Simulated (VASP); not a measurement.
# A VASP study of GaP (r2SCAN + rVV10): structure first, properties next

How well does r2SCAN + rVV10 reproduce what experiment finds for GaP? The cell is relaxed first, and properties follow on it. The steps: full relaxation (r2SCAN + rVV10), second relaxation, density, ELF and potential (r2SCAN + rVV10), bands along the symmetry lines (r2SCAN + rVV10), density of states (r2SCAN + rVV10), volume scan with r2SCAN + rVV10, fit for r2SCAN + rVV10, independent-particle dielectric function (r2SCAN + rVV10), band structure (r2SCAN + rVV10 + SOC), band structure (HSE06), band structure (TB-mBJ) and total energy, forces and stress (r2SCAN + rVV10), changed input. The start is a cell from a database of measured crystal structures.

Program: VASP 6.6.1. Level of theory: r2SCAN with rVV10; plane waves and PAW (Ga_d, P), in the first sound run; inputs show where later runs differ. Results are calculated unless marked as measured.

**Measured values to reproduce.**

“Phosphorous dimerization in GaP at high pressure” (2017, arxiv:1709.06667) reports for GaP, zinc blende, by single-crystal XRD in diamond anvil cell (single-crystal wafer fragment in neon medium): bulk modulus (zero-pressure bulk modulus, 3rd-order Birch-Murnaghan fit with K' …) 87.5 ± 0.6 GPa [Equation-of-state fit to 14 points with K' fixed at the literature value 4.5].

Most raw output is cut from this account.

### 1. Starting point

Before any relaxation, the start is as follows. Symmetry: F-43m, No. 216, cubic system. Conventional cell: a = 5.451 Å, b = 5.451 Å, c = 5.451 Å, α = 90.00°, β = 90.00°, γ = 90.00°. Nearest to Ga lie 4 P at 2.36 Å. Nearest to P lie 4 Ga at 2.36 Å. Farther neighbours are not listed.

Structure file:

```cif
data_structure
_symmetry_space_group_name_H-M 'F-43m'
_symmetry_Int_Tables_number 216
_cell_length_a 5.4505
_cell_length_b 5.4505
_cell_length_c 5.4505
_cell_angle_alpha 90.000
_cell_angle_beta 90.000
_cell_angle_gamma 90.000
_cell_volume 161.92
loop_
_atom_site_label
_atom_site_type_symbol
_atom_site_symmetry_multiplicity
_atom_site_Wyckoff_symbol
_atom_site_fract_x
_atom_site_fract_y
_atom_site_fract_z
_atom_site_occupancy
Ga1 Ga 4 a 0.00000 0.00000 0.00000 1
P1 P 4 d 0.25000 0.25000 0.75000 1
```

### 2. Full relaxation (r2SCAN + rVV10)

The start need not lie at this functional's minimum. ISIF = 3 frees volume, shape and positions, and EDIFFG sets the threshold on forces and stress at which the search stops. r2SCAN adds the kinetic-energy density, costs more than a GGA and is run with LASPH. LUSE_VDW switches on a nonlocal correlation term for dispersion.

File INCAR:

```
SYSTEM = GaP
PREC = Accurate
ENCUT = 400
EDIFF = 1E-06
NELM = 100
ISMEAR = 0
SIGMA = 0.05
LREAL = .FALSE.
ALGO = Normal
METAGGA = R2SCAN
LUSE_VDW = .TRUE.
IVDW_NL = 2
BPARAM = 11.95
CPARAM = 0.0093
LASPH = .TRUE.
NBANDS = 15
LORBIT = 11
LWAVE = .FALSE.
LCHARG = .FALSE.
KPAR = 2
IBRION = 2
NSW = 60
ISIF = 3
EDIFFG = -0.01
```

File POSCAR:

```
GaP
1.0
    0.0000000000      2.7252500000      2.7252500000
    2.7252500000      0.0000000000      2.7252500000
    2.7252500000      2.7252500000      0.0000000000
Ga P
1 1
Direct
    0.0000000000      0.0000000000      0.0000000000
    0.2500000000      0.2500000000      0.2500000000
```

File KPOINTS:

```
Automatic mesh
0
Gamma
7 7 7
0 0 0
```

PAW data sets: Ga_d and P (PBE family, release 64).

Started as:

```sh
mpirun -np 2 vasp_std
```

Run time: 5.2 min. Hardware: 2 MPI ranks of Intel Xeon Platinum 8488C (Sapphire Rapids), shared host; peak memory 0.5 GiB; 10 min of CPU time.

The gap is read on the k-mesh alone, so it is an upper bound where the band edges lie off the mesh. The PAW data sets were made with PBE, which is usual practice but a small mismatch for other functionals. The run keeps the 24 symmetry operations of its start, so it cannot find a distortion of lower symmetry.

The steps of the relaxation:

```tsv
step	energy less that of the first step (eV)	largest force (eV/Å)	pressure (GPa)	volume (Å³)
1	0.0000	0.0000	-0.99	40.48
2	-0.0008	0.0000	0.68	39.76
3	-0.0014	0.0000	-0.41	40.03
4	-0.0013	0.0000	0.28	39.93
5	-0.0014	0.0000	0.11	39.97
6	-0.0014	0.0000	0.09	39.99
7	-0.0014	0.0000	0.05	40.01
```

```tsv
conventional cell, symmetrised	before	after	change
a (Å)	5.451	5.429	-0.4 %
b (Å)	5.451	5.429	-0.4 %
c (Å)	5.451	5.429	-0.4 %
volume (Å³/atom)	20.24	20.01	-1.2 %
```

Final coordinates:

```cif
data_structure
_symmetry_space_group_name_H-M 'P 1'
_symmetry_Int_Tables_number 1
_cell_length_a 3.8392
_cell_length_b 3.8392
_cell_length_c 3.8392
_cell_angle_alpha 60.000
_cell_angle_beta 60.000
_cell_angle_gamma 60.000
_cell_volume 40.01
loop_
_atom_site_label
_atom_site_type_symbol
_atom_site_fract_x
_atom_site_fract_y
_atom_site_fract_z
_atom_site_occupancy
Ga1 Ga 0.00000 0.00000 0.00000 1
P2 P 0.25000 0.25000 0.25000 1
```

This step gave:

* electrons: 18
* bands: 15
* irreducible k-points: 20
* symmetry operations: 24
* free energy (TOTEN): -20.94 eV
* Fermi energy: 4.826 eV
* pressure: 0.04911 GPa
* metallic: no
* valence top at k: 0, 0, 0
* conduction bottom at k: 0.4286, 0.4286, 0
* least direct gap at k: 0, 0, 0
* SCF cycles over all ionic steps: 47
* gap on the k-mesh: 1.782 eV
* least direct gap on the k-mesh: 2.428 eV

It ends with forces that vanish by symmetry and a pressure of 0.05 GPa. The volume lies -1.2 % from that of the database's start, which holds the thermal and zero-point expansion of its experiment.

### 3. Second relaxation

A relaxation keeps the plane waves of the cell it began with, so it is repeated from the new cell, on a basis made for it.

INCAR is that of step 2.

File POSCAR:

```
GaP
1.0
    0.0000000000      2.7146945537      2.7146945537
    2.7146945537      0.0000000000      2.7146945537
    2.7146945537      2.7146945537      0.0000000000
Ga P
1 1
Direct
    0.0000000000      0.0000000000      0.0000000000
    0.2500000000      0.2500000000      0.2500000000
```

KPOINTS is that of step 2.

Started as:

```sh
mpirun -np 2 vasp_std
```

Elapsed: 57 s, on 2 MPI ranks; peak memory 0.49 GiB; 1.9 min of CPU time.

Little changed from the start: no atom moved by 0.005 Å and no cell edge by 0.1 %.

This step gave:

```
pressure                        : 0.05428 GPa
SCF cycles over all ionic steps : 13
```

It ends with forces that vanish by symmetry and a pressure of 0.05 GPa. The volume moved by under 0.01 %: the run met its threshold at the first step.

### 4. Density, ELF and potential (r2SCAN + rVV10)

The relaxed cell gets a fresh self-consistent run, on a basis set for its own volume, to fix the density and to check the remaining stress.

Edit INCAR of step 3 so:

```diff
@@ -18,7 +18,5 @@
 LWAVE = .FALSE.
-LCHARG = .FALSE.
-KPAR = 2
-IBRION = 2
-NSW = 60
-ISIF = 3
-EDIFFG = -0.01
+LCHARG = .TRUE.
+ISIF = 2
+LELF = .TRUE.
+LVHAR = .TRUE.
```

POSCAR is that of step 3.

KPOINTS is that of step 3.

Started as:

```sh
mpirun -np 2 vasp_std
```

It took 58 s on 2 MPI ranks; peak memory 0.39 GiB; 1.9 min of CPU time.

Numbers from this step:

| Item | Value |
| --- | --- |
| SCF cycles | 13 |
| bands | 16 |
| Fermi energy | 4.847 eV |
| pressure | 0.05012 GPa |

Valence electrons inside each PAW sphere by angular momentum. Sphere charges, by row:

```tsv
atom	s (e)	p (e)	d (e)	tot (e)
Ga1	0.831	0.859	10.02	11.71
P2	1.007	1.545	0	2.553
```

Electrostatic potential energy in the ac plane of a cell with a along [110], b along [-110] and c along [001] of the cube at fractional y = 0.000, with atoms of Ga and P within 0.2 Å of it. With pseudopotentials it is smooth inside the atoms' cores, unlike the true potential.

Values in eV, 8 rows by 16 columns, each cell a mean:
```
-40 -22  -5 -10 -12  -5 -14 -36 -40 -22  -5 -10 -12  -5 -14 -36
 -5  -3 -18 -64 -70 -36  -4  -4  -5  -3 -18 -64 -70 -36  -4  -4
  3   1 -13 -53 -60 -27  -1   3   3   1 -13 -53 -60 -27  -1   3
  4   3   1  -3  -4   0   3   4   4   3   1  -3  -4   0   3   4
  4   4   4   3   3   3   4   4   4   4   4   3   3   3   4   4
  2   3   3   3   3   3   3   3   2   3   3   3   3   3   3   3
-13  -4   1   3   3   2  -2 -10 -13  -4   1   3   3   2  -2 -10
-46 -27  -3   2   2   0 -17 -42 -46 -27  -3   2   2   0 -17 -42
```
Columns run along a (7.7 Å; values clipped at the 3rd and 97th percentile), rows up along c (5.4 Å), edges of the conventional cell, whose origin can differ from the input's. Atoms in or near the plane, at fractional coordinates: Ga at (0.50, 0.00), Ga at (0.00, 0.00), P at (0.75, 0.75), P at (0.25, 0.75).

ELF in the ac plane of a cell with a along [110], b along [-110] and c along [001] of the cube at fractional y = 0.000, with atoms of Ga and P within 0.2 Å of it. It is the smooth field of the valence electrons, not physical close to the nuclei.

Ten even steps from '0' (0.01) to '9' (0.88), each cell a mean:
```
014788874100358888530
237998996322589889852
359974798533799559973
258852588523787337873
036776776301577667741
014788864100257887520
001467641000035775200
000123210000001331000
000000000000000000000
110000000111000000001
221000001222110000122
222100012222210000122
122211122211222112221
113455543110234554320
```
Columns run along a (7.7 Å), rows up along c (5.4 Å), edges of the conventional cell, whose origin can differ from the input's. Atoms in or near the plane, at fractional coordinates: Ga at (0.50, 0.00), Ga at (0.00, 0.00), P at (0.75, 0.75), P at (0.25, 0.75).

Valence density in the ac plane of a cell with a along [110], b along [-110] and c along [001] of the cube at fractional y = 0.000, with atoms of Ga and P within 0.2 Å of it. It is the smooth field of the valence electrons, not physical close to the nuclei.

Ten steps, logarithmic in the rise over the least value, from '_' (0 e/Å³) to '@' (14 e/Å³), each cell a mean:
```
@@##==----------==##@@%%**------------**%%
**++==============++****================**
------====::====----------====----====----
::::--==--__--==--::::::----==....==----::
::::--------==--::::::::::------------::::
::::::----------::::::::::::--------::::::
..::::::::--::::::::..::::::::----::::::::
..::::::::::::::::::....::::::::::::::::..
::::::::::::::::::::::::::::::::::::::::::
::::::::......::::::::::::::::....::::::::
::::::::......::::::::::::::::....::::::::
==--::::::::::::::--====--::::::::::::--==
%%**--::::::::::--**%%##++::::::::::::++##
@@%%==::::::::--++%%@@@@**--::::::::--**@@
```
Columns run along a (7.7 Å), rows up along c (5.4 Å), edges of the conventional cell, whose origin can differ from the input's. Atoms in or near the plane, at fractional coordinates: Ga at (0.50, 0.00), Ga at (0.00, 0.00), P at (0.75, 0.75), P at (0.25, 0.75).

In this run the pressure is 0.05 GPa, small enough to go on.

### 5. Bands along the symmetry lines (r2SCAN + rVV10)

Levels along the symmetry lines show where the bands peak and cross; KPOINTS_OPT computes them in the converged potential.

Edit INCAR of step 4 so:

```diff
@@ -15,8 +15,6 @@
 LASPH = .TRUE.
-NBANDS = 15
+NBANDS = 21
 LORBIT = 11
 LWAVE = .FALSE.
-LCHARG = .TRUE.
-ISIF = 2
-LELF = .TRUE.
-LVHAR = .TRUE.
+LCHARG = .FALSE.
+KPAR = 2
```

POSCAR is that of step 4.

KPOINTS is that of step 4.

File KPOINTS_OPT:

```
Line mode
16
Line-mode
Reciprocal
  0.00000000   0.00000000   0.00000000 GAMMA
  0.50000000   0.00000000   0.50000000 X

  0.50000000   0.00000000   0.50000000 X
  0.50000000   0.25000000   0.75000000 W

  0.50000000   0.25000000   0.75000000 W
  0.37500000   0.37500000   0.75000000 K

  0.37500000   0.37500000   0.75000000 K
  0.00000000   0.00000000   0.00000000 GAMMA

  0.00000000   0.00000000   0.00000000 GAMMA
  0.50000000   0.50000000   0.50000000 L

  0.50000000   0.50000000   0.50000000 L
  0.62500000   0.25000000   0.62500000 U

  0.62500000   0.25000000   0.62500000 U
  0.50000000   0.25000000   0.75000000 W

  0.50000000   0.25000000   0.75000000 W
  0.50000000   0.50000000   0.50000000 L

  0.50000000   0.50000000   0.50000000 L
  0.37500000   0.37500000   0.75000000 K

  0.62500000   0.25000000   0.62500000 U
  0.50000000   0.00000000   0.50000000 X
```

Started as:

```sh
mpirun -np 2 vasp_std
```

Elapsed: 2.8 min, on 2 MPI ranks; peak memory 0.49 GiB; 5.6 min of CPU time.

Spin-orbit coupling is off here; it would split degenerate levels.

Numbers from this step:

```yaml
scf_cycles: 12
bands: 21
fermi_energy: 4.856 eV
pressure: 0.1102 GPa
least_gap_on_mesh_and_path: 1.782 eV
least_direct_gap_on_mesh_and_path: 2.428 eV
```

The electronic bands at the labelled points (eV, zero at the valence-band top; v1 is the highest filled band, c1 the lowest empty one):

```tsv
point	v3	v2	v1	c1	c2	c3	c4
Γ	0.00	0.00	0.00	2.43	4.17	4.17	4.17
0.47 of the way	-3.45	-1.65	-1.65	2.53	4.25	6.94	6.94
X	-7.02	-2.85	-2.85	1.83	2.05	11.44	11.44
0.47 of the way	-6.93	-3.30	-3.23	2.86	3.10	9.33	9.43
W	-6.80	-3.78	-3.62	5.00	5.35	6.52	6.60
0.47 of the way	-6.79	-4.03	-3.02	3.57	5.26	7.38	7.77
K	-6.80	-4.16	-2.39	2.42	5.18	8.82	8.86
0.53 of the way	-4.08	-2.35	-0.61	3.69	5.21	5.22	6.31
Γ	0.00	0.00	0.00	2.43	4.17	4.17	4.17
0.47 of the way	-3.70	-0.64	-0.64	2.62	5.03	5.03	6.63
L	-6.93	-1.19	-1.19	2.05	5.03	5.03	8.77
0.47 of the way	-6.75	-2.95	-1.66	3.12	5.15	6.20	8.49
U	-6.80	-4.16	-2.39	2.42	5.18	8.82	8.86
0.53 of the way	-6.79	-4.03	-3.02	3.57	5.26	7.38	7.77
W	-6.80	-3.78	-3.62	5.00	5.35	6.52	6.60
0.47 of the way	-6.67	-3.49	-2.16	3.94	4.63	7.04	8.45
L	-6.93	-1.19	-1.19	2.05	5.03	5.03	8.77
0.47 of the way	-6.75	-2.95	-1.66	3.12	5.15	6.20	8.49
K	-6.80	-4.16	-2.39	2.42	5.18	8.82	8.86
jump to U	-6.80	-4.16	-2.39	2.42	5.18	8.82	8.86
0.53 of the way	-6.97	-3.37	-2.75	2.04	2.89	10.37	10.49
X	-7.02	-2.85	-2.85	1.83	2.05	11.44	11.44
```

Of the projections kept (Ga, P), the largest for each band there; the rest of the weight can lie on other orbitals:

```tsv
point	v3	v2	v1	c1	c2	c3	c4
Γ	P 0.71	P 0.71	P 0.71	Ga 0.50	Ga 0.92	Ga 0.92	Ga 0.92
X	Ga 0.74	P 0.59	P 0.59	Ga 0.73	Ga 0.76	Ga 0.65	Ga 0.65
W	Ga 0.76	P 0.60	P 0.53	P 0.64	Ga 0.50	Ga 0.96	Ga 0.77
K	Ga 0.74	P 0.56	P 0.59	Ga 0.74	Ga 0.52	Ga 0.65	Ga 0.56
Γ	P 0.71	P 0.71	P 0.71	Ga 0.50	Ga 0.92	Ga 0.92	Ga 0.92
L	Ga 0.62	P 0.63	P 0.63	Ga 0.66	Ga 0.84	Ga 0.84	P 0.58
```

The path finds the gap of the mesh within 0.02 eV, so the mesh comes close to both band edges.

### 6. Density of states (r2SCAN + rVV10)

A density of states needs more k-points than a total energy; ISMEAR = -5 takes tetrahedra, and LORBIT projects the states on the PAW spheres. The mesh is finer than in the run before.

Edit INCAR of step 5 so:

```diff
@@ -5,3 +5,3 @@
 NELM = 100
-ISMEAR = 0
+ISMEAR = -5
 SIGMA = 0.05
@@ -20 +20,2 @@
 KPAR = 2
+NEDOS = 2001
```

POSCAR is that of step 5.

File KPOINTS:

```
Automatic mesh
0
Gamma
11 11 11
0 0 0
```

Started as:

```sh
mpirun -np 2 vasp_std
```

The job ended after 84 s (2 MPI ranks; peak memory 0.53 GiB; 2.8 min of CPU time).

This step gave:

```
irreducible k-points   : 56
free energy (TOTEN)    : -20.95 eV
Fermi energy           : 4.592 eV
pressure               : 0.1055 GPa
conduction bottom at k : 0.4545, 0.4545, 0
gap on the k-mesh      : 1.796 eV
```

The density of states has structure finer than the step of the table below, so its rows give means over 1 eV, whole bins alone (the curve runs from -12.0 to 9.72 eV). Peaks (eV: height): total -6.6: 2.39, -2.7: 1.53, 3.3: 2.02, 4.9: 2.11; P p -6.6: 0.362, -3.9: 0.314, -1.6: 0.439, 3.3: 0.221; Ga p -2.7: 0.267, 4.9: 0.400, 6.3: 0.282, 8.4: 0.227; Ga s -10.9: 0.115, -6.7: 0.822, 3.3: 0.349; Ga d -10.0: 0.0803, 3.3: 0.0858, 4.9: 0.0956, 8.4: 0.111.

States under -12.0 eV and over 9.7 eV are left out. Density of states against energy, zero at the valence-band top; means over each step; values in states/eV/cell:

```tsv
energy (eV)	total	P p	Ga p	Ga s	Ga d	P s
-11	0.870	0.00685	0.0323	0.0960	0.0436	0.347
-10	0.633	0.00265	0.0365	0.0286	0.0376	0.289
-9	0	0	0	0	0	0
-8	0	0	0	0	0	0
-7	0.689	0.104	0.0227	0.244	0.00458	0.0221
-6	0.699	0.109	0.0362	0.202	0.00997	0.0475
-5	0.293	0.0494	0.0203	0.0656	0.00751	0.0297
-4	0.760	0.175	0.112	0.0408	0.0146	0.0215
-3	1.27	0.337	0.213	0.0365	0.0254	0.0181
-2	1.38	0.422	0.236	0.0210	0.0395	0.0110
-1	0.821	0.287	0.129	0.00643	0.0357	0.00389
0	0.0884	0.0347	0.0107	3.4e-4	0.00572	2.3e-4
1	0	0	0	0	0	0
2	0.204	0.0111	0.0193	0.0225	0.0109	0.0102
3	1.43	0.140	0.119	0.231	0.0645	0.0908
4	0.928	0.107	0.101	0.104	0.0439	0.0444
5	1.55	0.160	0.283	0.0721	0.0680	0.0389
6	1.24	0.151	0.229	0.0388	0.0596	0.0199
7	0.940	0.116	0.181	0.0230	0.0497	0.0233
8	1.02	0.131	0.172	0.0171	0.0691	0.0207
9	0.994	0.107	0.125	0.0163	0.0815	0.0160
```

The gap on this mesh is 1.80 eV. In the top eV of the valence band the largest shares in the PAW spheres are P p 37 %, Ga p 14 % and Ga d 6 %; in the lowest eV of the conduction band, Ga s 13 %, Ga p 9 % and P p 6 %. The rest lies in smaller channels or between the spheres.

### 7. Volume scan with r2SCAN + rVV10

An equation of state needs energies on both sides of the minimum, all on one mesh and cutoff.

Edit INCAR of step 6 so:

```diff
@@ -5,3 +5,3 @@
 NELM = 100
-ISMEAR = -5
+ISMEAR = 0
 SIGMA = 0.05
@@ -15,3 +15,3 @@
 LASPH = .TRUE.
-NBANDS = 21
+NBANDS = 15
 LORBIT = 11
@@ -20,2 +20,2 @@
 KPAR = 2
-NEDOS = 2001
+ISIF = 2
```

File POSCAR:

```
GaP
1.0
    0.0000000000      2.6592770742      2.6592770742
    2.6592770742      0.0000000000      2.6592770742
    2.6592770742      2.6592770742      0.0000000000
Ga P
1 1
Direct
    0.0000000000      0.0000000000      0.0000000000
    0.2500000000      0.2500000000      0.2500000000
```

File KPOINTS:

```
Automatic mesh
0
Gamma
7 7 7
0 0 0
```

Started as:

```sh
mpirun -np 2 vasp_std
```

Run time: 60 s. Hardware: 2 MPI ranks; peak memory 0.49 GiB; 2 min of CPU time.

The scan keeps the cell's shape and the fractional positions fixed.

This step gave:

```
SCF cycles                     : 13
bands                          : 15
irreducible k-points           : 20
free energy (TOTEN)            : -20.89 eV
Fermi energy                   : 5.469 eV
pressure                       : 6.537 GPa
conduction bottom at k         : 0.4286, 0.4286, 0
gap on the k-mesh              : 1.664 eV
least direct gap on the k-mesh : 2.979 eV
```

The pressure here is 6.54 GPa.

### 8. Volume scan with r2SCAN + rVV10 (run 2)

INCAR is that of step 7.

File POSCAR:

```
GaP
1.0
    0.0000000000      2.6780049946      2.6780049946
    2.6780049946      0.0000000000      2.6780049946
    2.6780049946      2.6780049946      0.0000000000
Ga P
1 1
Direct
    0.0000000000      0.0000000000      0.0000000000
    0.2500000000      0.2500000000      0.2500000000
```

KPOINTS is that of step 7.

Started as:

```sh
mpirun -np 2 vasp_std
```

Run time: 59 s. Hardware: 2 MPI ranks; peak memory 0.49 GiB; 1.9 min of CPU time.

This step gave:

```yaml
free_energy_toten: -20.92 eV
fermi_energy: 5.280 eV
pressure: 4.145 GPa
gap_on_the_k_mesh: 1.706 eV
least_direct_gap_on_the_k_mesh: 2.790 eV
```

The pressure falls from 6.54 to 4.15 GPa.

The run ends at a pressure of 4.15 GPa.

### 9. Volume scan with r2SCAN + rVV10 (run 3)

INCAR is that of step 8.

File POSCAR:

```
GaP
1.0
    0.0000000000      2.6964745782      2.6964745782
    2.6964745782      0.0000000000      2.6964745782
    2.6964745782      2.6964745782      0.0000000000
Ga P
1 1
Direct
    0.0000000000      0.0000000000      0.0000000000
    0.2500000000      0.2500000000      0.2500000000
```

KPOINTS is that of step 8.

Started as:

```sh
mpirun -np 2 vasp_std
```

The job ended after 65 s (2 MPI ranks; peak memory 0.49 GiB; 2.1 min of CPU time).

The pressure falls from 4.15 to 1.99 GPa.

The run ends at a pressure of 1.99 GPa.

### 10. Volume scan with r2SCAN + rVV10 (run 4)

INCAR is that of step 9.

File POSCAR:

```
GaP
1.0
    0.0000000000      2.7146945537      2.7146945537
    2.7146945537      0.0000000000      2.7146945537
    2.7146945537      2.7146945537      0.0000000000
Ga P
1 1
Direct
    0.0000000000      0.0000000000      0.0000000000
    0.2500000000      0.2500000000      0.2500000000
```

KPOINTS is that of step 9.

Started as:

```sh
mpirun -np 2 vasp_std
```

It took 62 s on 2 MPI ranks; peak memory 0.49 GiB.

The pressure falls from 1.99 to 0.05 GPa.

The run ends at a pressure of 0.05 GPa.

### 11. Volume scan with r2SCAN + rVV10 (run 5)

INCAR is that of step 10.

File POSCAR:

```
GaP
1.0
    0.0000000000      2.7326731873      2.7326731873
    2.7326731873      0.0000000000      2.7326731873
    2.7326731873      2.7326731873      0.0000000000
Ga P
1 1
Direct
    0.0000000000      0.0000000000      0.0000000000
    0.2500000000      0.2500000000      0.2500000000
```

KPOINTS is that of step 10.

Started as:

```sh
mpirun -np 2 vasp_std
```

Run time: 58 s. Hardware: 2 MPI ranks; peak memory 0.49 GiB.

The pressure falls from 0.05 to -1.68 GPa, so it vanishes between these two volumes.

### 12. Volume scan with r2SCAN + rVV10 (run 6)

INCAR is that of step 11.

File POSCAR:

```
GaP
1.0
    0.0000000000      2.7504183156      2.7504183156
    2.7504183156      0.0000000000      2.7504183156
    2.7504183156      2.7504183156      0.0000000000
Ga P
1 1
Direct
    0.0000000000      0.0000000000      0.0000000000
    0.2500000000      0.2500000000      0.2500000000
```

KPOINTS is that of step 11.

Started as:

```sh
mpirun -np 2 vasp_std
```

Elapsed: 62 s, on 2 MPI ranks; peak memory 0.49 GiB.

The pressure falls from -1.68 to -3.23 GPa.

The run ends at a pressure of -3.23 GPa.

[end of part 1 of 2]

[Lines on the potential files, build, host, timing and source positions are cut from VASP's logs without a mark.]

[Logs are printed without paths, hosts, clocks, repeated set-up lines and the standing remarks that a program may print on its own settings, such as how far it seeks lower states.]

[Hosts, paths, dates, database ids (printed as entryN), source tags and the programs' standing remarks are cut or masked in the printed files.]

[A measured line is paired with the nearest computed mode of its activity, which favours agreement.]
